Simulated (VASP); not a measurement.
# Sr: Sr into a neighbouring Sr vacancy, part 3 of 5

Aim: the barrier for one hop in Sr: Sr into a neighbouring Sr vacancy.

VASP 6.6.1; PBEsol; plane waves and PAW (Sr_sv).

So far. Step 3 (Relax the host again, on a new basis): The start already met the threshold, so nothing moved. Step 4 (Relax the start): The run ended after 4 ionic steps, 0.024 eV below its first step, once the forces on the free atoms met EDIFFG = -0.05.

## 5. Relax the end

The end state is relaxed in the same way, so that both ends share their errors.

File INCAR:

```
SYSTEM = Sr
PREC = Normal
ENCUT = 280
EDIFF = 1E-05
NELM = 120
ISMEAR = 1
SIGMA = 0.15
LREAL = Auto
ALGO = Fast
GGA = PS
NBANDS = 180
LORBIT = 11
LWAVE = .FALSE.
LCHARG = .FALSE.
KPAR = 6
IBRION = 2
NSW = 60
ISIF = 2
EDIFFG = -0.05
POTIM = 0.4
MAXMIX = 40
ISYM = 0
```

File POSCAR:

```
Sr
1.0
   11.8380366960      0.0000000000      0.0000000000
    0.0000000000     11.8380366960      0.0000000000
    0.0000000000      0.0000000000     11.8380366960
Sr
31
Direct
    0.4995626841      0.0017836451     -0.0038027493
    0.7497657461      0.0000557527      0.2475919166
    0.0005622784     -0.0011003193      0.0014570740
    0.2497878160      0.2511305139      0.0020591989
    0.5006469478      0.4985204960     -0.0025583949
    0.7529622887      0.7498119753     -0.0011633094
    0.2502437179     -0.0003233836      0.2514396682
    0.5000573206      0.2500232295      0.2487927395
    0.7507933209      0.4982533139      0.2511249998
    0.5025746457     -0.0025759103      0.4958333813
    0.7510421977      0.2543045952      0.4983089682
    0.7478869879      0.0009950450      0.7485796267
   -0.0008549145      0.4994118662      0.0008988012
    0.2493152541      0.7504694745     -0.0002982475
   -0.0014270459      0.2494596633      0.2483943289
    0.2500110069      0.4981012625      0.2481535885
    0.5024614923      0.7499101469      0.2499089342
    0.0008642251     -0.0007110250      0.4996138965
    0.2507182758      0.2504771329      0.4980414037
    0.5014079068      0.4990024783      0.4982157870
    0.7484786750      0.7493401856      0.5027492739
    0.2480139681      0.0002704433      0.7463882113
    0.4999973527      0.2515197899      0.7496001646
    0.7489367242      0.5003911308      0.7511828849
    0.0011212291      0.7533324341      0.2503533820
   -0.0010008587      0.4997871620      0.4998775159
    0.2501837085      0.7499492689      0.5002939101
   -0.0028228499      0.2514016327      0.7490289956
    0.2480179844      0.5010774610      0.7522255819
    0.5008329559      0.7502722737      0.7484250424
    0.0048514250      0.7514871699      0.7480751966
```

File KPOINTS:

```
Automatic mesh
0
Monkhorst-Pack
2 2 2
0 0 0
```

The projector-augmented-wave data sets are Sr_sv (PBE family, release 64).

Launch:

```sh
> mpirun -np 6 vasp_std
```

The log of the run:

```text
[... set-up lines as in an earlier step ...]
 entering main loop
       N       E                     dE             d eps       ncg     rms          rms(c)
DAV:   1     0.164864083519E+04    0.16486E+04   -0.11087E+05  1768   0.936E+02
DAV:   2     0.138412268018E+03   -0.15102E+04   -0.14830E+04  1608   0.282E+02
DAV:   3    -0.365193770903E+02   -0.17493E+03   -0.17176E+03  2112   0.562E+01
DAV:   4    -0.550701692594E+02   -0.18551E+02   -0.18356E+02  2184   0.190E+01
DAV:   5    -0.564765647137E+02   -0.14064E+01   -0.13991E+01  1960   0.395E+00    0.681E+01
RMM:   6    -0.559693259121E+02    0.50724E+00   -0.16991E+00  1768   0.222E+00    0.378E+01
RMM:   7    -0.559275424512E+02    0.41783E-01   -0.13694E+00  1782   0.225E+00    0.424E+00
RMM:   8    -0.559454448848E+02   -0.17902E-01   -0.45798E-01  2030   0.708E-01    0.156E+00
RMM:   9    -0.559429806076E+02    0.24643E-02   -0.12715E-01  1870   0.436E-01    0.657E-01
RMM:  10    -0.559475385654E+02   -0.45580E-02   -0.56578E-02  2165   0.204E-01    0.333E-01
RMM:  11    -0.559490921132E+02   -0.15535E-02   -0.25019E-02  2592   0.129E-01    0.201E-01
RMM:  12    -0.559503557553E+02   -0.12636E-02   -0.15676E-02  2487   0.893E-02    0.140E-01
RMM:  13    -0.559512324716E+02   -0.87672E-03   -0.90375E-03  2406   0.612E-02    0.432E-02
RMM:  14    -0.559518743483E+02   -0.64188E-03   -0.65674E-03  2248   0.450E-02    0.523E-02
RMM:  15    -0.559523326349E+02   -0.45829E-03   -0.47023E-03  1809   0.349E-02    0.359E-02
RMM:  16    -0.559527022039E+02   -0.36957E-03   -0.36884E-03  1714   0.303E-02    0.455E-02
RMM:  17    -0.559529847051E+02   -0.28250E-03   -0.29503E-03  1461   0.229E-02    0.117E-02
RMM:  18    -0.559532255766E+02   -0.24087E-03   -0.24538E-03  1262   0.189E-02    0.117E-02
RMM:  19    -0.559534225803E+02   -0.19700E-03   -0.20156E-03  1093   0.156E-02    0.140E-02
RMM:  20    -0.559535937309E+02   -0.17115E-03   -0.17357E-03  1066   0.135E-02    0.207E-02
RMM:  21    -0.559537334371E+02   -0.13971E-03   -0.14469E-03  1072   0.122E-02    0.188E-02
RMM:  22    -0.559538548656E+02   -0.12143E-03   -0.12614E-03   963   0.109E-02    0.162E-02
RMM:  23    -0.559539602691E+02   -0.10540E-03   -0.10737E-03   687   0.957E-03    0.204E-02
WARNING in EDDRMM: call to ZHEGV failed, returncode =   6  3    136
RMM:  24    -0.559540513509E+02   -0.91082E-04   -0.94933E-04   918   0.932E-03    0.176E-02
RMM:  25    -0.559541315828E+02   -0.80232E-04   -0.82066E-04   547   0.818E-03    0.198E-02
RMM:  26    -0.559542037501E+02   -0.72167E-04   -0.73255E-04   498   0.768E-03    0.237E-02
RMM:  27    -0.559542667240E+02   -0.62974E-04   -0.64812E-04   519   0.740E-03    0.254E-02
RMM:  28    -0.559543231609E+02   -0.56437E-04   -0.58099E-04   517   0.700E-03    0.267E-02
RMM:  29    -0.559543730899E+02   -0.49929E-04   -0.51521E-04   497   0.660E-03    0.283E-02
RMM:  30    -0.559544182778E+02   -0.45188E-04   -0.46496E-04   491   0.627E-03    0.296E-02
RMM:  31    -0.559544589452E+02   -0.40667E-04   -0.41594E-04   469   0.596E-03    0.315E-02
RMM:  32    -0.559544960575E+02   -0.37112E-04   -0.38001E-04   468   0.569E-03    0.331E-02
RMM:  33    -0.559545291439E+02   -0.33086E-04   -0.33913E-04   447   0.538E-03    0.346E-02
RMM:  34    -0.559545595049E+02   -0.30361E-04   -0.31157E-04   455   0.520E-03    0.360E-02
RMM:  35    -0.559545869636E+02   -0.27459E-04   -0.28121E-04   455   0.497E-03    0.374E-02
RMM:  36    -0.559546121703E+02   -0.25207E-04   -0.25784E-04   432   0.474E-03    0.388E-02
RMM:  37    -0.559546348965E+02   -0.22726E-04   -0.23293E-04   429   0.456E-03    0.400E-02
RMM:  38    -0.559546559331E+02   -0.21037E-04   -0.21496E-04   420   0.438E-03    0.412E-02
RMM:  39    -0.559546749235E+02   -0.18990E-04   -0.19474E-04   417   0.424E-03    0.423E-02
RMM:  40    -0.559546925268E+02   -0.17603E-04   -0.18030E-04   404   0.409E-03    0.434E-02
RMM:  41    -0.559547081713E+02   -0.15644E-04   -0.16337E-04   418   0.398E-03    0.440E-02
RMM:  42    -0.559547229128E+02   -0.14741E-04   -0.15216E-04   409   0.385E-03    0.448E-02
RMM:  43    -0.559547359814E+02   -0.13069E-04   -0.13722E-04   406   0.375E-03    0.454E-02
RMM:  44    -0.559547483624E+02   -0.12381E-04   -0.12872E-04   398   0.366E-03    0.460E-02
RMM:  45    -0.559547596413E+02   -0.11279E-04   -0.11630E-04   382   0.354E-03    0.467E-02
RMM:  46    -0.559547685122E+02   -0.88708E-05   -0.10825E-04   486   0.358E-03    0.456E-02
RMM:  47    -0.559547781029E+02   -0.95907E-05   -0.98628E-05   379   0.337E-03
   1 F= -.55954778E+02 E0= -.55950982E+02  d E =-.559548E+02
 curvature:   0.00 expect dE= 0.000E+00 dE for cont linesearch  0.000E+00
 trial: gam= 0.00000 g(F)=  0.653E-02 g(S)=  0.000E+00 ort = 0.000E+00 (trialstep = 0.100E+01)
 search vector abs. value=  0.653E-02
 bond charge predicted
       N       E                     dE             d eps       ncg     rms          rms(c)
DAV:   1    -0.559595984295E+02   -0.48299E-02   -0.64141E-01  1664   0.178E+00    0.211E-01
RMM:   2    -0.559618360896E+02   -0.22377E-02   -0.17451E-02  1706   0.301E-01    0.329E-01
RMM:   3    -0.559611250181E+02    0.71107E-03   -0.48607E-03  2214   0.120E-01    0.183E-01
RMM:   4    -0.559611280241E+02   -0.30060E-05   -0.18663E-03  2326   0.691E-02    0.247E-01
RMM:   5    -0.559609406579E+02    0.18737E-03   -0.50187E-04  2268   0.434E-02    0.165E-01
RMM:   6    -0.559609676887E+02   -0.27031E-04   -0.33010E-04  2345   0.297E-02    0.160E-01
RMM:   7    -0.559609944671E+02   -0.26778E-04   -0.16197E-04  2240   0.214E-02    0.174E-01
RMM:   8    -0.559610010595E+02   -0.65924E-05   -0.89768E-05  2012   0.157E-02
   2 F= -.55961001E+02 E0= -.55957779E+02  d E =-.622296E-02
[...]
WARNING in EDDRMM: call to ZHEGV failed, returncode =   6  3    135
[...]
WARNING in EDDRMM: call to ZHEGV failed, returncode =   6  3    137
[...]
WARNING in EDDRMM: call to ZHEGV failed, returncode =   8  4    153
[...]
WARNING in EDDRMM: call to ZHEGV failed, returncode =   8  4    134
[...]
3 F= -.55975298E+02 E0= -.55972222E+02  d E =-.205196E-01
 curvature:  -2.82 expect dE=-0.635E-02 dE for cont linesearch -0.604E-02
 ZBRENT: increasing intervall
 opt :  10.0000  next Energy=   -55.984353 (dE=-0.296E-01)
 bond charge predicted
       N       E                     dE             d eps       ncg     rms          rms(c)
DAV:   1    -0.559416046674E+02    0.33694E-01   -0.23092E+01  1472   0.107E+01    0.116E+00
RMM:   2    -0.559747617761E+02   -0.33157E-01   -0.48084E-01  1572   0.172E+00    0.286E-01
RMM:   3    -0.559798897582E+02   -0.51280E-02   -0.65669E-02  2496   0.573E-01    0.139E-01
RMM:   4    -0.559826654549E+02   -0.27757E-02   -0.27658E-02  2496   0.304E-01    0.576E-02
RMM:   5    -0.559841175685E+02   -0.14521E-02   -0.12676E-02  2594   0.193E-01    0.642E-02
RMM:   6    -0.559848507329E+02   -0.73316E-03   -0.62456E-03  2599   0.135E-01    0.665E-02
RMM:   7    -0.559852147746E+02   -0.36404E-03   -0.30618E-03  2432   0.904E-02    0.740E-02
RMM:   8    -0.559854190332E+02   -0.20426E-03   -0.17461E-03  2345   0.682E-02    0.794E-02
WARNING in EDDRMM: call to ZHEGV failed, returncode =   8  4    143
RMM:   9    -0.559855268217E+02   -0.10779E-03   -0.91460E-04  2274   0.484E-02    0.810E-02
RMM:  10    -0.559856035430E+02   -0.76721E-04   -0.54316E-04  2246   0.377E-02    0.109E-01
RMM:  11    -0.559856341879E+02   -0.30645E-04   -0.29203E-04  2107   0.283E-02    0.105E-01
RMM:  12    -0.559856522294E+02   -0.18042E-04   -0.18993E-04  2163   0.216E-02    0.103E-01
RMM:  13    -0.559856522794E+02   -0.50048E-07   -0.10298E-04  2176   0.175E-02    0.833E-02
RMM:  14    -0.559856612292E+02   -0.89497E-05   -0.97048E-05  1483   0.127E-02
   4 F= -.55985661E+02 E0= -.55983376E+02  d E =-.308831E-01
 curvature:  -4.23 expect dE=-0.239E-02 dE for cont linesearch -0.259E-04
 trial: gam= 0.11738 g(F)=  0.566E-03 g(S)=  0.000E+00 ort =-0.200E-03 (trialstep = 0.280E+01)
 search vector abs. value=  0.609E-03
 reached required accuracy - stopping structural energy minimisation
```

Run time: 3.6 min. Hardware: 6 MPI ranks of Intel Xeon 6975P-C (Granite Rapids), shared host; peak memory 3.4 GiB.

Parts of OUTCAR (step 5):

```text
   NELECT =     310.0000    total number of electrons

 E-fermi :   1.5156

 k-point     1 :       0.2500    0.2500    0.2500
  band No.  band energies     occupation
    ...
    152       1.3765      2.03174
    153       1.3841      2.01440
    154       1.4819      1.37068
    155       1.4834      1.35445
    156       1.4915      1.26799
    157       1.7552     -0.04643
    158       1.7821     -0.03072
    159       1.7831     -0.03019
    160       1.8233     -0.01352
    161       1.8237     -0.01340
    ...

  Total       -2.2944659     -2.2877712     -2.3141828     -0.0005665      0.0133773      0.0500869
  in kB       -2.2159152     -2.2094497     -2.2349572     -0.0005471      0.0129193      0.0483722
  external PRESSURE =      -2.2201074 kB  Pullay stress =       0.0000000 kB

 POSITION                                       TOTAL-FORCE (eV/Angst)
 -----------------------------------------------------------------------------------
      5.91666      0.01425     11.81658         0.023660     -0.002872      0.010907
      8.87845      0.01204      2.93526        -0.004245     -0.008422     -0.003647
      0.00288      0.00810     11.83022        -0.007254     -0.001503      0.001101
      2.95010      2.95609      0.00078         0.013240      0.008979     -0.010797
      5.93417      5.91106     11.83092         0.004389     -0.015467     -0.004598
      8.89823      8.87798     11.82160        -0.026355      0.019888      0.003391
      2.97249      0.00856      2.95715        -0.009967     -0.001859     -0.016543
      5.93320      2.95468      2.93711         0.009286      0.020317     -0.001945
      8.88626      5.91810      2.94576        -0.006962     -0.014910     -0.007427
      5.93966      0.00838      5.89855         0.003120     -0.000823      0.014726
      8.88013      2.97006      5.90925        -0.005264      0.003737      0.000073
      8.87911      0.01736      8.87080        -0.007649     -0.006641      0.020835
     11.82314      5.91642      0.00593         0.007705     -0.010389     -0.008254
      2.96640      8.88330     11.83776        -0.015933      0.002823     -0.005891
     11.82332      2.94753      2.94454         0.001246      0.021756     -0.006137
      2.95951      5.91328      2.93889        -0.000899     -0.016334     -0.005719
      5.94112      8.86786      2.93240         0.004922      0.021060      0.005252
     11.81910      0.01580      5.90785         0.012688     -0.005632      0.007306
      2.96186      2.96506      5.90539        -0.012605      0.009004     -0.000875
      5.92447      5.91255      5.91224         0.015862     -0.010247     -0.004013
      8.88680      8.86778      5.92867        -0.019380      0.020093     -0.019752
      2.96199      0.02475      8.86061        -0.007206     -0.014460      0.013798
      5.91738      2.96594      8.86291         0.017847      0.003481      0.022548
      8.88263      5.92168      8.88961        -0.005662     -0.023284     -0.004764
[...]
-----------------------------------------------------------------------------------
    total drift:                                0.008248      0.006061     -0.023720

  FREE ENERGIE OF THE ION-ELECTRON SYSTEM (eV)
  ---------------------------------------------------
  free  energy   TOTEN  =       -55.9856612292 eV

  energy  without entropy=      -55.9788055100  energy(sigma->0) =      -55.98337599

[... 6 parts as in an earlier step ...]

[... 7 further parts left out ...]
```

Step by step:

```csv
step,energy less that of the first step (eV),largest force (eV/Å)
1,0.0000,0.1504
2,-0.0062,0.1388
3,-0.0205,0.0878
4,-0.0309,0.0342
```

The atoms that moved most (Å):

```csv
atom,dx,dy,dz,length
Sr31,-0.053,-0.011,0.021,0.058
Sr10,-0.010,0.039,0.029,0.049
Sr11,-0.011,-0.040,0.010,0.043
Sr22,0.026,0.022,0.025,0.042
Sr18,-0.029,0.024,-0.007,0.038
Sr25,-0.020,-0.032,0.000,0.038
Sr21,0.026,-0.003,-0.023,0.035
Sr9,-0.002,0.020,-0.027,0.034
```

The relaxed structure:

```xyz
31
Lattice="11.8380 0.0000 0.0000 0.0000 11.8380 0.0000 0.0000 0.0000 11.8380" Properties=species:S:1:pos:R:3 pbc="T T T"
Sr    5.9167    0.0143   -0.0215
Sr    8.8784    0.0120    2.9353
Sr    0.0029    0.0081   -0.0078
Sr    2.9501    2.9561    0.0008
Sr    5.9342    5.9111   -0.0071
Sr    8.8982    8.8780   -0.0164
Sr    2.9725    0.0086    2.9571
Sr    5.9332    2.9547    2.9371
Sr    8.8863    5.9181    2.9458
Sr    5.9397    0.0084    5.8985
Sr    8.8801    2.9701    5.9093
Sr    8.8791    0.0174    8.8708
Sr   -0.0149    5.9164    0.0059
Sr    2.9664    8.8833   -0.0003
Sr   -0.0147    2.9475    2.9445
Sr    2.9595    5.9133    2.9389
Sr    5.9411    8.8679    2.9324
Sr   -0.0189    0.0158    5.9079
Sr    2.9619    2.9651    5.9054
Sr    5.9245    5.9125    5.9122
Sr    8.8868    8.8678    5.9287
Sr    2.9620    0.0248    8.8606
Sr    5.9174    2.9659    8.8629
Sr    8.8826    5.9217    8.8896
Sr   -0.0065    8.8856    2.9637
Sr   -0.0073    5.9218    5.9127
Sr    2.9755    8.8634    5.9070
Sr   -0.0228    2.9620    8.8851
Sr    2.9526    5.9118    8.8922
Sr    5.9159    8.8778    8.8769
Sr    0.0046    8.8850    8.8771
```

This step gave:

| Property | Result |
| --- | --- |
| electronic cycles | 99 |
| free energy (TOTEN) | -55.9857 eV |
| energy at zero smearing | -55.9834 eV |

The run ended after 4 ionic steps, 0.031 eV below its first step, once the forces on the free atoms met EDIFFG = -0.05.

[end of part 3 of 5]

[Lines on the potential files, build, host, timing and source positions are cut from VASP's logs without a mark.]

[Logs are printed without paths, hosts, clocks, repeated set-up lines and the standing remarks that a program may print on its own settings, such as how far it seeks lower states.]

[Hosts, paths, dates, database ids (printed as entryN), source tags and the programs' standing remarks are cut or masked in the printed files.]

[Runs that stopped without an error message from VASP are left out.]
